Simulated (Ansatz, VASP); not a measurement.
SnTe3: 3 runs at one level of theory

```
Te Sn
1.0
     0.00000    3.86122    3.86122
     3.86122    0.00000    3.86122
     3.86122    3.86122    0.00000
Te Sn
3 1
Direct
  0.50000 0.50000 0.50000
  0.75000 0.75000 0.75000
  0.25000 0.25000 0.25000
  0.00000 0.00000 0.00000
```

The cell comes from a database or a generator and needn't be the stable form of this composition.

Alike in all runs: task equation of state; functional PBEsol; k mesh 6 × 6 × 6; occupations fermi-dirac, width 0.05 eV; no spin polarisation; no spin-orbit coupling.

```json
{"program and potentials": "Ansatz, Ansatz PAW", "plane-wave cutoff (eV)": "420", "notes": "potentials made for PBE, which Ansatz adapts in part", "equilibrium volume (Å³/atom)": "27.20", "bulk modulus (GPa)": "55.7"}
{"program and potentials": "Ansatz, all-electron LAPW, scalar-relativistic", "plane-wave cutoff (eV)": "-", "notes": "-", "equilibrium volume (Å³/atom)": "27.21", "bulk modulus (GPa)": "55.7"}
{"program and potentials": "VASP, PBE PAW files Sn_d, Te, 520 eV", "plane-wave cutoff (eV)": "520", "notes": "potentials made for PBE", "equilibrium volume (Å³/atom)": "27.21", "bulk modulus (GPa)": "55.8"}
```

The equilibrium volume spans 27.20 (Ansatz, Ansatz PAW) to 27.21 Å³/atom (VASP, PBE PAW files Sn_d, Te, 520 eV), with all-electron results at 27.21. The bulk modulus spans 55.7 (Ansatz, Ansatz PAW) to 55.8 GPa (VASP, PBE PAW files Sn_d, Te, 520 eV), with all-electron results at 55.7.

Differences between rows come from potentials, basis sets and numerical settings, since the functional is the same but for its coding. Runs on potential files found faulty are left out.
